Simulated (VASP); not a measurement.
# In2BiSb2 (P1) in VASP: a series of runs

Runs on In2BiSb2. Level: revPBE. Tasks: single point.

All numbers are computed with VASP 6.6.1; they aren't measurements. Logs are shortened: lines on timing, memory, paths and dates and some standing lists are left out, and cuts for length are marked.

## 1. The crystal as given

The typed cell holds 5 atoms: a = 6.326 Å, b = 4.527 Å, c = 6.383 Å, α = 69.38°, β = 110.59°, γ = 110.12°.

The cell was built by a generator and needn't be a form met in nature.

## 2. Single point, revPBE

File INCAR:

```
SYSTEM = In2BiSb2
ALGO = Fast
EDIFF = 1E-6
ENCUT = 520
GGA = RE
ISIF = 2
ISMEAR = -1
LASPH = .TRUE.
LCHARG = .TRUE.
LELF = .TRUE.
LREAL = .FALSE.
LVHAR = .TRUE.
LWAVE = .FALSE.
NBANDS = 34
NELM = 60
PREC = Accurate
SIGMA = 0.1
```

File KPOINTS:

```
k-points
0
G
  3 4 3
  0 0 0
```

File POSCAR:

```
In2BiSb2
1.0
   -2.2197860000      3.5929570000      4.7095530000
    4.5270820000      0.0224950000      0.0249840000
    2.2557950000      3.6431510000     -4.7310630000
Bi In Sb
1 2 2
Direct
    0.0052425701      0.9842756497      0.0424776218
    0.7285127184      0.2371246684      0.2810940335
    0.2742029839      0.7493809208      0.7255420227
    0.7448029021      0.5265980150      0.6701414179
    0.2638316318      0.4832501537      0.2900638979
```

Potentials or basis: VASP PAW PBE potentials, release 64 (Bi_d, In_d, Sb).

Started as:

```sh
$ cat potpaw_PBE.64/Bi_d/POTCAR potpaw_PBE.64/In_d/POTCAR potpaw_PBE.64/Sb/POTCAR > POTCAR
$ mpirun -np 1 vasp_std > vasp.out
```

OUTCAR:

```text
SYSTEM = In2BiSb2
   EDIFF = 1E-6
   ENCUT = 520
   GGA = RE
   ISIF = 2
   ISMEAR = -1
   LASPH = .TRUE.
   LREAL = .FALSE.
   NELM = 60
   PREC = Accurate

 ion  position               nearest neighbor table
   1  0.005  0.984  0.042-   5 2.90   5 2.92   4 3.21   2 3.32   4 3.32   2 3.34   3 3.52   3 3.65

   2  0.729  0.237  0.281-   4 3.15   5 3.17   4 3.31   1 3.32   1 3.34   5 3.51   5 3.66   4 3.68

   3  0.274  0.749  0.726-   4 3.07   5 3.37   5 3.39   5 3.51   1 3.52   4 3.61   1 3.65   4 3.75

   4  0.745  0.527  0.670-   3 3.07   2 3.15   5 3.15   1 3.21   2 3.31   1 3.32   3 3.61   2 3.68
                             3 3.75
   5  0.264  0.483  0.290-   1 2.90   1 2.92   4 3.15   2 3.17   3 3.37   3 3.39   3 3.51   2 3.51
                             2 3.66

  LATTYP: Found a triclinic cell.
 ALAT       =     6.3943629529
 B/A-ratio  =     1.4803320832
 C/A-ratio  =     1.1316576207
 COS(alpha) =     0.0058715869
 COS(beta)  =     0.5666600960
 COS(gamma) =     0.7473627394

  Lattice vectors:

 A1 = (   2.2712870000,  -3.6206560000,   4.7560470000)
 A2 = (   0.0515010000,  -0.0276990000,   9.4656000000)
 A3 = (  -0.0360090000,  -7.2361080000,   0.0215100000)

Analysis of symmetry for initial positions (statically):
=====================================================================
 Subroutine PRICEL returns:
 Original cell was already a primitive cell.

 Routine SETGRP: Setting up the symmetry group for a
 triclinic supercell.

 Subroutine GETGRP returns: Found  1 space group operations
 (whereof  1 operations were pure point group operations)
 out of a pool of  2 trial point group operations.

The static configuration has the point symmetry C_1 .

Analysis of symmetry for dynamics (positions and initial velocities):
=====================================================================
 Subroutine PRICEL returns:
 Original cell was already a primitive cell.

 Routine SETGRP: Setting up the symmetry group for a
 triclinic supercell.

 Subroutine GETGRP returns: Found  1 space group operations
 (whereof  1 operations were pure point group operations)
 out of a pool of  2 trial point group operations.

The dynamic configuration has the point symmetry C_1 .

 Subroutine INISYM returns: Found  1 space group operations
 (whereof  1 operations are pure point group operations),
 and found     1 'primitive' translations

----------------------------------------------------------------------------------------

                                     Primitive cell

  volume of cell :     155.0293

  direct lattice vectors                    reciprocal lattice vectors
    -2.219786000  3.592957000  4.709553000    -0.001273602  0.138517442  0.106057977
     4.527082000  0.022495000  0.024984000     0.220320337 -0.000785907  0.104444675
     2.255795000  3.643151000 -4.731063000    -0.000104335  0.137883515 -0.105241653

  length of vectors
     6.325873801  4.527206828  6.383111890     0.174462025  0.243824443  0.173458007

  position of ions in fractional coordinates (direct lattice)
     0.005242570  0.984275650  0.042477622
     0.728512718  0.237124668  0.281094033
     0.274202984  0.749380921  0.725542023
     0.744802902  0.526598015  0.670141418
     0.263831632  0.483250154  0.290063898

  ion indices of the primitive-cell ions
   primitive index   ion index
                 1           1
                 2           2
                 3           3
                 4           4
                 5           5

----------------------------------------------------------------------------------------

 KPOINTS: k-points

Automatic generation of k-mesh.
 Grid dimensions read from file:
 generate k-points for:    3    4    3

 Generating k-lattice:

  Cartesian coordinates                     Fractional coordinates (reciprocal lattice)
    -0.000424534  0.046172481  0.035352659     0.333333333 -0.000000000 -0.000000000
     0.055080084 -0.000196477  0.026111169    -0.000000000  0.250000000  0.000000000
    -0.000034778  0.045961172 -0.035080551     0.000000000  0.000000000  0.333333333

  Length of vectors
     0.058154008  0.060956111  0.057819336

  Shift w.r.t. Gamma in fractional coordinates (k-lattice)
     0.000000000  0.000000000  0.000000000

 Subroutine IBZKPT returns following result:
 ===========================================

 Found     19 irreducible k-points:

 Following reciprocal coordinates:
            Coordinates               Weight
  0.000000  0.000000  0.000000      1.000000
  0.333333 -0.000000  0.000000      2.000000
  0.000000  0.250000 -0.000000      2.000000
  0.333333  0.250000  0.000000      2.000000
 -0.333333  0.250000 -0.000000      2.000000
  0.000000  0.500000 -0.000000      1.000000
[... 11 lines left out ...]
  0.333333 -0.250000  0.333333      2.000000
 -0.333333 -0.250000  0.333333      2.000000
   k-points           NKPTS =     19   k-points in BZ     NKDIM =     19   number of bands    NBANDS=     34
   number of dos      NEDOS =    301   number of ions     NIONS =      5
   total plane-waves  NPLWV =  82944
   dimension x,y,z NGX =    48 NGY =   36 NGZ =   48
   dimension x,y,z NGXF=    96 NGYF=   72 NGZF=   96
   ions per type =               1   2   2
   NGX,Y,Z   is equivalent  to a cutoff of  12.61, 13.22, 12.50 a.u.
   NGXF,Y,Z  is equivalent  to a cutoff of  25.23, 26.44, 25.00 a.u.
 SYSTEM =  In2BiSb2
   PREC   = accura    normal or accurate (medium, high low for compatibility)
   ISTART =      0    job   : 0-new  1-cont  2-samecut
   ICHARG =      2    charge: 1-file 2-atom 10-const
   ISPIN  =      1    spin polarized calculation?
   LNONCOLLINEAR =      F non collinear calculations
   LSORBIT =      F    spin-orbit coupling
   LASPH  =      T    aspherical Exc in radial PAW
   ENCUT  =  520.0 eV  38.22 Ry    6.18 a.u.  11.76  8.42 11.87*2*pi/ulx,y,z
   NELM   =     60;   NELMIN=  2; NELMDL= -5     # of ELM steps
   EDIFF  = 0.1E-05   stopping-criterion for ELM
   LREAL  =      F    real-space projection
   EDIFFG = 0.1E-04   stopping-criterion for IOM
   NSW    =      0    number of steps for IOM
   IBRION =     -1    ionic relax: 0-MD 1-quasi-New 2-CG
   NFREE  =      0    steps in history (QN), initial steepest desc. (CG)
   ISIF   =      2    stress and relaxation
   ISYM   =      2    0-nonsym 1-usesym 2-fastsym
   POTIM  = 0.5000    time-step for ionic-motion
   TEBEG  =    0.0;   TEEND  =   0.0 temperature during run
   PSTRESS=    0.0 pullay stress
   NELECT =      51.0000    total number of electrons
   NUPDOWN=      -1.0000    fix difference up-down
   EMIN   =  10.00;   EMAX   =-10.00  energy-range for DOS
   EFERMI =   0.00;   METHOD = LEGACY
   ISMEAR =    -1;   SIGMA  =   0.10  broadening in eV -4-tet -1-fermi 0-gaus
   EFERMI_NEDOS =   21; number of points for ismear=-14 and -15
   IALGO  =     68    algorithm
   IMIX   =      4    mixing-type and parameters
     AMIX     =   0.40;   BMIX     =  1.00
     AMIX_MAG =   1.60;   BMIX_MAG =  1.00
  volume/ion in A,a.u.               =      31.01       209.24
  Fermi-wavevector in a.u.,A,eV,Ry     =   1.130126  2.135629 17.377158  1.277185
  Thomas-Fermi vector in A             =   2.266822
   LORBIT       =      0    0 simple, 1 ext, 2 COOP (PROOUT), +10 PAW based schemes
   GGA     = RE    functional components
   LHFCALC =     F    Hartree Fock is set to
   AEXX    =    0.0000 exact exchange contribution
   IVDW    =     0    specifies the selected vdW correction
   LEPSILON=     F    determine dielectric tensor
   LRPA    =     F    only Hartree local field effects (RPA)
 non-spin polarized calculation
 RMM-DIIS sequential band-by-band and
  energy-cutoff  :      520.00
  volume of cell :      155.03
 maximum number of plane-waves:      4200
   NGX = 23   NGY = 17   NGZ = 23

 number of electron      50.9999997 magnetization

 Free energy of the ion-electron system (eV)
  ---------------------------------------------------
  ext. energy  EPLUGINS =         0.00000000
  ---------------------------------------------------
  free energy    TOTEN  =       -14.95786527 eV

  energy without entropy =      -14.87184506  energy(sigma->0) =      -14.91485516

 E-fermi :   6.6052     XC(G=0):  -9.5154

 val. band max:        6.5807906751   @ k =   0.0000   0.2500  -0.0000
 cond. band min:       6.6181105365   @ k =   0.0000  -0.2500   0.3333
 fundamental gap:      0.0373198614
 Fermi energy:         6.6051858348

 k-point     1 :       0.0000    0.0000    0.0000
  band No.  band energies     occupation
      1     -16.3822      2.00000
      2     -16.3630      2.00000
      3     -16.3219      2.00000
      4     -16.3172      2.00000
      5     -16.3093      2.00000
      6      -7.9368      2.00000
[... 26 lines left out ...]
     33      12.3461      0.00000
     34      13.0396      0.00000

 k-point     2 :       0.3333   -0.0000    0.0000
  band No.  band energies     occupation
      1     -16.3822      2.00000
      2     -16.3630      2.00000
      3     -16.3218      2.00000
      4     -16.3172      2.00000
      5     -16.3092      2.00000
      6      -7.9237      2.00000
[... 26 lines left out ...]
     33      10.6654      0.00000
     34      11.6489      0.00000

 k-point     3 :       0.0000    0.2500   -0.0000
  band No.  band energies     occupation
      1     -16.3875      2.00000
      2     -16.3565      2.00000
      3     -16.3236      2.00000
      4     -16.3156      2.00000
      5     -16.3088      2.00000
      6      -7.9271      2.00000
[... 26 lines left out ...]
     33      11.6030      0.00000
     34      12.0291      0.00000

 k-point     4 :       0.3333    0.2500    0.0000
  band No.  band energies     occupation
      1     -16.3875      2.00000
      2     -16.3565      2.00000
      3     -16.3236      2.00000
      4     -16.3156      2.00000
      5     -16.3088      2.00000
      6      -7.9190      2.00000
[... 26 lines left out ...]
     33      10.9389      0.00000
     34      11.6410      0.00000

 k-point     5 :      -0.3333    0.2500   -0.0000
  band No.  band energies     occupation
      1     -16.3875      2.00000
      2     -16.3565      2.00000
      3     -16.3236      2.00000
      4     -16.3156      2.00000
      5     -16.3088      2.00000
      6      -7.9302      2.00000
[... 436 lines left out ...]
 k-point    17 :       0.0000   -0.2500    0.3333
  band No.  band energies     occupation
      1     -16.3875      2.00000
      2     -16.3565      2.00000
      3     -16.3236      2.00000
      4     -16.3157      2.00000
      5     -16.3087      2.00000
      6      -7.9232      2.00000
[... 26 lines left out ...]
     33      10.9479      0.00000
     34      11.9382      0.00000

 k-point    18 :       0.3333   -0.2500    0.3333
  band No.  band energies     occupation
      1     -16.3875      2.00000
      2     -16.3565      2.00000
      3     -16.3236      2.00000
      4     -16.3157      2.00000
      5     -16.3087      2.00000
      6      -7.9250      2.00000
[... 26 lines left out ...]
     33      10.8538      0.00000
     34      11.3520      0.00000

 k-point    19 :      -0.3333   -0.2500    0.3333
  band No.  band energies     occupation
      1     -16.3874      2.00000
      2     -16.3566      2.00000
      3     -16.3236      2.00000
      4     -16.3157      2.00000
      5     -16.3087      2.00000
      6      -7.9208      2.00000
[... 26 lines left out ...]
     33      10.5682      0.00000
     34      11.5080      0.00000

------------------------ aborting loop because EDIFF is reached ----------------------------------------

  FORCE on cell =-STRESS in cart. coord.  units (eV):
  Direction    XX          YY          ZZ          XY          YZ          ZX
  --------------------------------------------------------------------------------------
  -------------------------------------------------------------------------------------
  Total        3.9763440      4.0484991      0.4181817     -0.0044490      1.0834551      0.3381082
  in kB       41.0942067     41.8399069      4.3217699     -0.0459785     11.1971522      3.4942365
  external PRESSURE =      29.0852945 kB  Pullay stress =       0.0000000 kB

 VOLUME and BASIS-vectors are now :
 -----------------------------------------------------------------------------
  energy-cutoff  :      520.00
  volume of cell :      155.03
      direct lattice vectors                 reciprocal lattice vectors
    -2.219786000  3.592957000  4.709553000    -0.001273602  0.138517442  0.106057977
     4.527082000  0.022495000  0.024984000     0.220320337 -0.000785907  0.104444675
     2.255795000  3.643151000 -4.731063000    -0.000104335  0.137883515 -0.105241653

 POSITION                                       TOTAL-FORCE (eV/Angst)
 -----------------------------------------------------------------------------------
      4.54008      0.19573     -0.15168         0.047402     -1.228369      0.000725
      0.09043      3.64692      2.10702        -0.090156     -0.162116     -0.287641
      4.42051      3.64532     -2.12249         0.052742      0.291039      0.272328
      2.24235      5.12932      0.35036         0.100151     -0.238966     -0.348161
      2.25639      2.01555     -0.11771        -0.110139      1.338412      0.362750
 -----------------------------------------------------------------------------------
    total drift:                                0.000422     -0.000135     -0.000336

  FREE ENERGIE OF THE ION-ELECTRON SYSTEM (eV)
  ---------------------------------------------------
  free  energy   TOTEN  =       -14.9578652703 eV

  energy  without entropy=      -14.8718450557  energy(sigma->0) =      -14.91485516
```

Run time: 61 s. Hardware: 1 thread of AMD EPYC 9R45 (Zen 5), shared host; peak memory 0.3 GiB.

Results:

```yaml
Free_energy: -14.9579 eV
Pressure: 2.9 GPa
Largest_force: 1.391 eV/Å
Band_gap_on_the_k_mesh: none (metal or under the smearing width)
```

Forces in eV/Å, atoms in the order of the input:
```
Bi   0.047 -1.228  0.001
In  -0.090 -0.162 -0.288
In   0.053  0.291  0.272
Sb   0.100 -0.239 -0.348
Sb  -0.110  1.338  0.363
```

Levels at points of the mesh, in eV from the Fermi level:
```
           k point  band 24  band 25  band 26  band 27  band 28  band 29
(0.00, 0.00, 0.00)    -2.30    -0.40    -0.09     0.66     0.81     1.48
(0.00, 0.50, 0.00)    -1.37    -1.17    -0.68     1.02     2.43     2.77
```

Caveat: the k mesh is coarse (spacing up to 0.38 Å⁻¹), so the values aren't converged; the PAW data sets were made with another functional, which shifts forces and pressure a little; spin-orbit coupling is left out, which moves the levels of the heavy elements.

(Continued in part 2 of 2.)
